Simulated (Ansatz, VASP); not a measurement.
**Cross-check of GaN between VASP and Ansatz**

Wanted: the spread between two codes on one cell, functional and k mesh. The cell is taken from a series of runs on this material, whose earlier steps may have relaxed, scaled, displaced or heated it; both programs get it as it stands.

Main program and level: Ansatz 0.2.0; plane waves, with VASP 6.6.1 beside it; PBE.

### 1. Set-up

Symmetry: P6_3mc, No. 186, hexagonal system. The conventional cell has a = 3.219 Å, b = 3.219 Å, c = 5.243 Å, α = 90.00°, β = 90.00°, γ = 120.00°. Nearest to Ga lie 4 N at 1.97 to 1.98 Å. Nearest to N lie 4 Ga at 1.97 to 1.98 Å. Farther neighbours and most contacts between anions are not listed.

### 2. Ansatz: single point, PBE

Ansatz runs on its PAW soft_1 files.

With cell and atoms fixed, the geometry can't cause a difference; cores, projectors, grids and the points listed under the comparison can.

Input file input.yaml:

```yaml
crystal:
  lattice:
    - [3.2186521575, 0.0, 0.0]
    - [-1.6093260787, 2.7874345343, 0.0]
    - [0.0, 0.0, 5.2432310599]
  atoms:
    - { symbol: Ga, position: [0.6666666667, 0.3333333333, -0.0008660157] }
    - { symbol: Ga, position: [0.3333333333, 0.6666666667, 0.4991339843] }
    - { symbol: "N", position: [0.6666666667, 0.3333333333, 0.3758660157] }
    - { symbol: "N", position: [0.3333333333, 0.6666666667, 0.8758660157] }
kpoints:
  mp_grid: { grid: [12, 12, 4] }
  band_path:
    path:
      - [[0.0, 0.0, 0.0], [0.5, 0.0, 0.0], [0.33333333, 0.33333333, 0.0], [0.0, 0.0, 0.0], [0.0, 0.0, 0.5], [0.5, 0.0, 0.5], [0.33333333, 0.33333333, 0.5], [0.0, 0.0, 0.5]]
      - [[0.5, 0.0, 0.5], [0.5, 0.0, 0.0]]
      - [[0.33333333, 0.33333333, 0.5], [0.33333333, 0.33333333, 0.0]]
    npoints: 10
hamiltonian:
  xc: pbe
  pseudopotentials: { kind: paw, azcp: { folder: "./paw" } }
scf:
  occupations: { method: fermi_dirac, width: 0.02 }
  n_extra_bands: 5
output:
  eigenvalues: true
```

Started as:

```
ansatz run input.yaml --threads 3 --pin off --max-ram 92160MiB --backend cuda --events-out ev --progress --plain --runs-dir out --devices 1 --max-vram 13GiB
```

Numbers of over 12 decimals in the logs are rounded to 6 here.

What it wrote:

```text
scf.n_extra_bands = 5 over 18 filled bands (N_el = 36.0): the run solves 23 bands
GPUs: using 1 of 1 available (devices: 1).
Engine: ansatz 0.2.0, x86_64-unknown-linux-gnu
Pseudopotentials: kind: paw
Pseudopotential: Ga, paw, valence charge 13, recommended cutoff 420 eV (normal), <dir>
Pseudopotential: N, paw, valence charge 5, recommended cutoff 420 eV (normal), <dir>
Functional definition: PBE
  parameter kappa = 0.804
  parameter beta = 0.066725
  exchange = pbe_x(kappa = kappa, mu = beta*pi^2/3)
  correlation = pbe_c(beta = beta)
device memory: the entry about to start is reckoned to put 1.6 GiB on a device that reports 50.2 GiB free (of which the cap on the GPU budget leaves the run 13.0 GiB)
GPU FFT provider: cuFFT
GPU libraries: cuBLAS 13.8.2, cuFFT 12.4.0, cuSOLVER 12.3.4
Crystal: 4 atoms, lattice volume = 47.041 Å³
Basis set: ecut = 420 eV, 941 PW (Γ)
Bands: 23, of which v1, the nominal top of the filled ones, is band 18 counted from 1 (17 counted from 0)
Symmetry: 12 space group operations
Space group: P63mc (ITA 186), of the structure as read, at distance tolerance 3.6e-5 Å
k-points: 57 of 576 (time reversal used)
Non-local potential: Ga, projectors of the file, l = 0: 2, l = 1: 2, l = 2: 3, l = 3: 1
Non-local potential: N, projectors of the file, l = 0: 2, l = 1: 2, l = 2: 1
PAW form: soft (Blöchl's): semilocal exchange-correlation on the pseudo side does not see the compensation charge
PAW one-centre angular grid: Ga, 590 points (default); XC on 64 Gauss nodes
PAW one-centre angular grid: N, 110 points (default); XC on 64 Gauss nodes
Initial density: superposition of atomic densities (chi_scale 0.1, normalization cell, long waves kept (reshape's long-wave potential 0.00 eV rms))
Initial wavefunctions: pseudopotential atomic-orbital guess
GPU buffer pool allocated for 20736 grid points (all kernels)
GPU transforms: local potential and band sums: pruned to the plane-wave sphere, on 24×24×36
Functional: x = pbe(κ = 0.804, μ = 0.219515), c = pbe(β = 0.066725)
SCF iter   1: F=—  HF=-8337.150416 eV  |F-HF|=—  |Δ(HF+E_count)|=         —  Δρ=1.09e-1  dr2=4.85e0  ethr=3.10e-3  ⟨swp⟩=4.5  Hψ=5364  notcnv=0
preconditioner: auto → Resta (q_TF=auto, 2.609 Å⁻¹)  ε∞=4.5  [insulator: Δε(μ)=2.508 eV  Ē_g=17.303 eV  σ=0.020 eV  W_gap=1.00  n_scr=22 (ndim 8)  ℏωp=32.5 eV  f_vac=0.000  D(μ)=0.00/eV (n_scr^D=0)  ε∞_Penn≈4.5]
SCF iter   2: F=—  HF=-8336.130616 eV  |F-HF|=—  |Δ(HF+E_count)|=    1.02e0  Δρ=5.31e-2  dr2=1.15e0  ethr=3.10e-3  ⟨swp⟩=2.5  Hψ=2650  notcnv=0  defer=57
SCF iter   3: F=—  HF=-8335.852721 eV  |F-HF|=—  |Δ(HF+E_count)|=   2.78e-1  Δρ=1.08e-2  dr2=4.11e-2  ethr=3.10e-3  ⟨swp⟩=2.0  Hψ=1799  notcnv=0  defer=57
SCF iter   4: F=—  HF=-8335.849284 eV  |F-HF|=—  |Δ(HF+E_count)|=   3.44e-3  Δρ=5.08e-3  dr2=7.75e-3  ethr=1.14e-4  ⟨swp⟩=2.0  Hψ=3002  notcnv=0  defer=57
SCF iter   5: F=—  HF=-8335.846096 eV  |F-HF|=—  |Δ(HF+E_count)|=   3.19e-3  Δρ=1.72e-3  dr2=1.14e-3  ethr=2.15e-5  ⟨swp⟩=2.0  Hψ=2493  notcnv=0  defer=57
SCF iter   6: F=—  HF=-8335.847265 eV  |F-HF|=—  |Δ(HF+E_count)|=   1.17e-3  Δρ=1.83e-4  dr2=1.29e-5  ethr=3.18e-6  ⟨swp⟩=2.5  Hψ=2508  notcnv=0  defer=57
SCF iter   7: F=—  HF=-8335.847342 eV  |F-HF|=—  |Δ(HF+E_count)|=   7.73e-5  Δρ=6.33e-5  dr2=1.98e-6  ethr=3.58e-8  ⟨swp⟩=2.0  Hψ=2171  notcnv=0  defer=57
SCF iter   8: F=-8335.847346 eV  HF=-8335.847346 eV  |F-HF|=6.15e-8  |Δ(HF+E_count)|=   3.75e-6  Δρ=1.15e-5  dr2=3.66e-8  ethr=2.78e-10  ⟨swp⟩=6.0  Hψ=5362  notcnv=0
SCF 1 converged in 8 iterations: F = -8335.847346 eV  dr2 = 3.66e-8
  greatest PAW one-centre occupation: 0.995 electrons in one spin orbital (limit 2), on the Ga atom at site 0 (counted from 0), in its partial waves of l = 2
device memory: the entry about to start is reckoned to put 1.8 GiB on a device that reports 49.6 GiB free (of which the cap on the GPU budget leaves the run 13.0 GiB)
NSCF: frozen V_eff on 93 k-points, pencils in batches of 32, up to order 104
SCF converged after 8 iterations
Free energy (F): -8335.847346 eV
Harris-Foulkes:  -8335.847346 eV  (|F-HF|=6.15e-8)
Internal energy: -8335.847346 eV  (E = F + TS)
E sigma→0 (E₀):  -8335.847346 eV
Fermi energy:    10.112107 eV
--- Per-component energies (eV) ---
  E_band       = -24.493739
  E_kinetic    = 479.585368
  E_local      = -2878.862725  (includes V_loc(G=0)·N_el)
  E_nonlocal   = -109.530855
  E_hartree    = 1808.682906
  E_xc         = -243.920962
  E_vxc        = -260.928036  (∫ρ·V_xc dr)
  E_paw        = -4249.076085  (= ΣΔE_a)
  E_vpaw       = -872.125652  (= ΣTr[D̂ρ^β])
  E_aug_tail   = 0.001625  (compensation charges beyond the density's cutoff)
  E_ewald      = -3142.726617
  E_smearing   = -0.000000  (= −TS)
  E_closure    = -0.000000  (closes the sum)
  Σ components = -8335.847346   (vs F -8335.847346, Δ=0.00e0)
--- Band table (eV; the first three rows and the last of 57) ---
  k-point 0: bands = [... 14 lower, 8.2523, 9.2114, 9.2475, 9.2475, 10.9584, 13.3131, 18.2707, 18.9883, ... 1 higher]
  k-point 1: bands = [... 14 lower, 8.3917, 8.3917, 9.0956, 9.0956, 12.1820, 13.4187, 17.8847, 18.6158, ... 1 higher]
  k-point 2: bands = [... 14 lower, 8.7371, 8.7371, 8.7371, 8.7371, 13.3063, 13.3063, 17.5635, 17.5635, ... 1 higher]
  k-point 56: bands = [... 14 lower, 5.2136, 5.2136, 7.8291, 7.8291, 15.4750, 15.4750, 16.4970, 16.4970, ... 1 higher]
```

In the SCF lines HF is the Harris–Foulkes energy and dr2 the Hartree energy of the density residual, in eV; the loop may stop once dr2 is under the threshold and the program's other checks hold. Hψ counts applications of the Hamiltonian.

### 3. VASP: single point, PBE

The same cell, functional, mesh and smearing now go to VASP, with its own data sets.

Lines of VASP's logs that name or quote its potential files are left out, and so is its time.

Input file INCAR:

```
SYSTEM = GaN
PREC = Accurate
ENCUT = 520
EDIFF = 1E-06
NELM = 120
ISMEAR = -1
SIGMA = 0.02
LREAL = .FALSE.
ALGO = Normal
GGA = PE
NBANDS = 24
LORBIT = 11
LWAVE = .FALSE.
LCHARG = .FALSE.
ISIF = 2
LASPH = .TRUE.
GGA_COMPAT = .FALSE.
EFERMI = MIDGAP
```

Input file POSCAR:

```
GaN
1.0
    3.2186521575      0.0000000000      0.0000000000
   -1.6093260787      2.7874345343      0.0000000000
    0.0000000000      0.0000000000      5.2432310599
Ga N
2 2
Direct
    0.6666666666      0.3333333332      0.9991339843
    0.3333333332      0.6666666666      0.4991339843
    0.6666666666      0.3333333332      0.3758660157
    0.3333333332      0.6666666666      0.8758660157
```

Input file KPOINTS:

```
Automatic mesh
0
Gamma
12 12 4
0 0 0
```

The projector-augmented-wave data sets are Ga_d and N (PBE family, release 64).

Started as:

```
mpirun -np 1 vasp_std
```

What it wrote:

```text
[banner, memory and clock lines left out]
running    1 mpi-ranks, on    1 nodes
 distrk:  each k-point on    1 cores,    1 groups
 distr:  one band on    1 cores,    1 groups

 POSCAR found type information on POSCAR GaN
 POSCAR found :  2 types and       4 ions
 LDA part: xc-table for (Slater+PW92), standard interpolation
 POSCAR, INCAR and KPOINTS ok, starting setup
 FFT: planning ... GRIDC
 FFT: planning ... GRID_SOFT
 FFT: planning ... GRID
 WAVECAR not read
 entering main loop
       N       E                     dE             d eps       ncg     rms          rms(c)
DAV:   1     0.281896000593E+03    0.28190E+03   -0.18242E+04  2936   0.279E+03
DAV:   2     0.624372842278E+01   -0.27565E+03   -0.26304E+03  3112   0.531E+02
DAV:   3    -0.271648391439E+02   -0.33409E+02   -0.33124E+02  3232   0.146E+02
DAV:   4    -0.282342943596E+02   -0.10695E+01   -0.10673E+01  3456   0.295E+01
DAV:   5    -0.282534843334E+02   -0.19190E-01   -0.19186E-01  3296   0.348E+00    0.108E+01
DAV:   6    -0.242405640948E+02    0.40129E+01   -0.12683E+01  4624   0.519E+01    0.307E+00
DAV:   7    -0.243463989544E+02   -0.10583E+00   -0.15142E+00  2920   0.100E+01    0.269E+00
DAV:   8    -0.243423561211E+02    0.40428E-02   -0.18823E-01  4360   0.602E+00    0.752E-01
DAV:   9    -0.243269729519E+02    0.15383E-01   -0.68146E-02  4624   0.433E+00    0.352E-01
DAV:  10    -0.243277817312E+02   -0.80878E-03   -0.42731E-03  3000   0.594E-01    0.779E-02
DAV:  11    -0.243276462087E+02    0.13552E-03   -0.13320E-03  4080   0.659E-01    0.445E-02
DAV:  12    -0.243276581823E+02   -0.11974E-04   -0.14480E-04  2928   0.862E-02    0.415E-02
DAV:  13    -0.243276529222E+02    0.52601E-05   -0.35796E-05  4216   0.639E-02    0.543E-03
DAV:  14    -0.243276549501E+02   -0.20280E-05   -0.15367E-05  3664   0.528E-02    0.216E-02
DAV:  15    -0.243276544132E+02    0.53699E-06   -0.38912E-06  2936   0.170E-02
   1 F= -.24327654E+02 E0= -.24327654E+02  d E =-.705121E-21
```

From OUTCAR (step 3):

```text
ion  position               nearest neighbor table
   1  0.667  0.333  0.999-   4 1.97   4 1.97   4 1.97   3 1.98
   2  0.333  0.667  0.499-   3 1.97   3 1.97   3 1.97   4 1.98
   3  0.667  0.333  0.376-   2 1.97   2 1.97   2 1.97   1 1.98
   4  0.333  0.667  0.876-   1 1.97   1 1.97   1 1.97   2 1.98

  LATTYP: Found a hexagonal cell.
 ALAT       =     3.2186521575
 C/A-ratio  =     1.6290145077

 Subroutine GETGRP returns: Found 12 space group operations
 (whereof  6 operations were pure point group operations)

The static configuration has the point symmetry C_3v.
 The point group associated with its full space group is C_6v.

 Found     57 irreducible k-points:

   k-points           NKPTS =     57   k-points in BZ     NKDIM =     57   number of bands    NBANDS=     24

   dimension x,y,z NGX =    24 NGY =   24 NGZ =   40
   dimension x,y,z NGXF=    48 NGYF=   48 NGZF=   80

   ENCUT  =  520.0 eV  38.22 Ry    6.18 a.u.   5.98  5.98  9.75*2*pi/ulx,y,z

   NELECT =      36.0000    total number of electrons

 k-points in reciprocal lattice and weights: Automatic mesh
   0.00000000  0.00000000  0.00000000       0.002
   0.08333333  0.00000000  0.00000000       0.010
   0.16666667  0.00000000  0.00000000       0.010
   0.25000000 -0.00000000  0.00000000       0.010
   0.33333333  0.00000000  0.00000000       0.010
   0.41666667  0.00000000  0.00000000       0.010
   0.50000000 -0.00000000  0.00000000       0.005
   0.08333333  0.08333333  0.00000000       0.010
   0.16666667  0.08333333  0.00000000       0.021
[...]
0.33333333  0.25000000  0.50000000       0.021
   0.33333333  0.33333333  0.50000000       0.003

 average (electrostatic) potential at core
       1 -63.8130       2 -63.8130       3 -62.3485       4 -62.3485

 E-fermi :   5.8636

 k-point     1 :       0.0000    0.0000    0.0000
  band No.  band energies     occupation
    ...
     14       4.0101      2.00000
     15       4.0101      2.00000
     16       4.9701      2.00000
     17       5.0059      2.00000
     18       5.0059      2.00000
     19       6.7214      0.00000
     20       9.0704      0.00000
     21      14.0287      0.00000
     22      14.7342      0.00000
     23      14.7342      0.00000
    ...

 k-point     2 :       0.0833    0.0000    0.0000
  band No.  band energies     occupation
    ...
     14       3.5024      2.00000
     15       3.8702      2.00000
     16       4.3599      2.00000
     17       4.9055      2.00000
     18       4.9458      2.00000
     19       7.3194      0.00000
     20       9.5054      0.00000
     21      13.8576      0.00000
     22      14.2501      0.00000
     23      14.9092      0.00000
    ...

 k-point     3 :       0.1667    0.0000    0.0000
  band No.  band energies     occupation
    ...
     14       2.3621      2.00000
     15       3.2725      2.00000
     16       3.5211      2.00000
     17       4.6970      2.00000
     18       4.7717      2.00000
     19       8.2646      0.00000
     20      10.3415      0.00000
     21      13.0342      0.00000
     22      13.7928      0.00000
     23      15.2227      0.00000
    ...

  Total        0.0239157      0.0239157      0.0367667      0.0000000      0.0000000     -0.0000000
  in kB        0.8145472      0.8145472      1.2522412      0.0000000      0.0000000     -0.0000000
  external PRESSURE =       0.9604452 kB  Pullay stress =       0.0000000 kB

  energy-cutoff  :      520.00
  volume of cell :       47.04
      direct lattice vectors                 reciprocal lattice vectors
     3.218652158  0.000000000  0.000000000     0.310689056  0.179376410  0.000000000
    -1.609326079  2.787434534  0.000000000     0.000000000  0.358752820  0.000000000
     0.000000000  0.000000000  5.243231060     0.000000000  0.000000000  0.190722093

 POSITION                                       TOTAL-FORCE (eV/Angst)
 -----------------------------------------------------------------------------------
      1.60933      0.92914      5.23869         0.000000      0.000000     -0.000277
     -0.00000      1.85829      2.61707        -0.000000      0.000000     -0.000277
      1.60933      0.92914      1.97075        -0.000000      0.000000      0.000277
     -0.00000      1.85829      4.59237         0.000000     -0.000000      0.000277
 -----------------------------------------------------------------------------------
    total drift:                               -0.000000     -0.000000     -0.001129

  FREE ENERGIE OF THE ION-ELECTRON SYSTEM (eV)
  ---------------------------------------------------
  free  energy   TOTEN  =       -24.3276544132 eV

  energy  without entropy=      -24.3276544132  energy(sigma->0) =      -24.32765441

 total charge
# of ion       s       p       d       tot
------------------------------------------
    1        0.783   0.862  10.162  11.807
    2        0.783   0.862  10.162  11.807
    3        1.225   2.500   0.000   3.725
    4        1.225   2.500   0.000   3.725
--------------------------------------------------
tot          4.015   6.724  20.324  31.064

[... 3 further parts left out ...]
```

The gap is read on the k-mesh alone, so it is an upper bound where the band edges lie off the mesh.

### 4. Differences

Known differences besides the potentials themselves: the cutoff is 420 eV in Ansatz and 520 eV in VASP. Total energies have different zeros and are not compared.

Both answers:

```tsv
quantity	Ansatz	VASP	difference
gap on the k mesh (eV)	1.711	1.716	-0.005
```

A gap on the mesh is an upper bound, since the band edges may lie between its points.

### 5. What came out

```
difference in gap on the k mesh (single point, PBE) : -0.0045 eV
```

In words: The difference in gap on the k mesh is -0.0045 eV (single point, PBE), within the 0.08 eV picked in this series as the mark of a large difference. Such differences can come from data sets, numerical settings and the points named under the comparisons, not from the functional's error against experiment.

[Lines on the potential files, build, host, timing and source positions are cut from VASP's logs without a mark.]

[Logs are printed without paths, hosts, clocks, repeated set-up lines and the standing remarks that a program may print on its own settings, such as how far it seeks lower states.]

[Hosts, paths, dates, database ids (printed as entryN), source tags and the programs' standing remarks are cut or masked in the printed files.]
